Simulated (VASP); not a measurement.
An input for Quantum ESPRESSO's pw.x (written as the equivalent of a VASP run, and not itself run):

```
&CONTROL
  calculation = 'vc-relax'
  pseudo_dir = './pseudo'
  outdir = './out'
  tprnfor = .true.
  tstress = .true.
  nstep = 60
  forc_conv_thr = 0.00078
/
&SYSTEM
  ibrav = 0
  nat = 4
  ntyp = 2
  ecutwfc = 84
  occupations = 'smearing'
  smearing = 'methfessel-paxton'
  degauss = 0.00735
  input_dft = 'pz'
/
&ELECTRONS
  conv_thr = 7.3e-08
  electron_maxstep = 100
/
&IONS
/
&CELL
/
ATOMIC_SPECIES
  Hf 178.490 Hf.upf
  N 14.007 N.upf
CELL_PARAMETERS angstrom
     3.0983683    0.0000000    0.0000000
    -1.5491841    2.6832660   -0.0000000
     0.0000000    0.0000000    5.3552834
ATOMIC_POSITIONS crystal
  Hf   0.6666670  0.3333330  0.7500000
  Hf   0.3333330  0.6666670  0.2500000
  N    0.0000000  0.0000000  0.0000000
  N    0.0000000  0.0000000  0.5000000
K_POINTS automatic
  10 10 5 0 0 0
```

**Question.** Translate this input to VASP (INCAR, KPOINTS, POSCAR, choice of POTCAR).

**Answer.** One answer among several that fit: 
INCAR:
```
ALGO  =  Normal
EDIFF  =  1E-6
EDIFFG  =  -0.02
ENCUT  =  520
IBRION  =  2
ISIF  =  3
ISMEAR  =  1
LASPH  =  .True.
LCHARG  =  .False.
LMAXMIX  =  6
LREAL  =  .False.
LWAVE  =  .False.
NELM  =  100
NSW  =  60
PREC  =  Accurate
SIGMA  =  0.1
SYSTEM  =  HfN
```

File KPOINTS:
```
kpoints
0
gamma
10 10 5
```

**POSCAR**
```
HfN
1.0
  3.0983682816   0.0000000000   0.0000000000
 -1.5491841408   2.6832659579   0.0000000000
  0.0000000000   0.0000000000   5.3552833570
Hf N
2 2
Cart
  1.5491856900   0.8944210915   4.0164625177
 -0.0000015492   1.7888448664   1.3388208393
  0.0000000000   0.0000000000   0.0000000000
  0.0000000000   0.0000000000   2.6776416785
```

POTCAR, in this order: Hf_pv N (LDA.64 set). Program: vasp_std.

Limits of the translation: the potentials are each code's own (VASP's PAW set, PseudoDojo norm-conserving files in pw.x), so ENCUT and ecutwfc are chosen apart and not converted; conv_thr bounds pw.x's estimated SCF error, while EDIFF bounds the energy change between steps; forc_conv_thr acts on force components and is met together with etot_conv_thr.

The structure comes from a computed database's HfN entry (P6_3/mmc); how it stands against other phases isn't given here. This run relaxes it. Symmetry was kept, so distortions that lower it aren't found. The start is the result of an earlier pass.
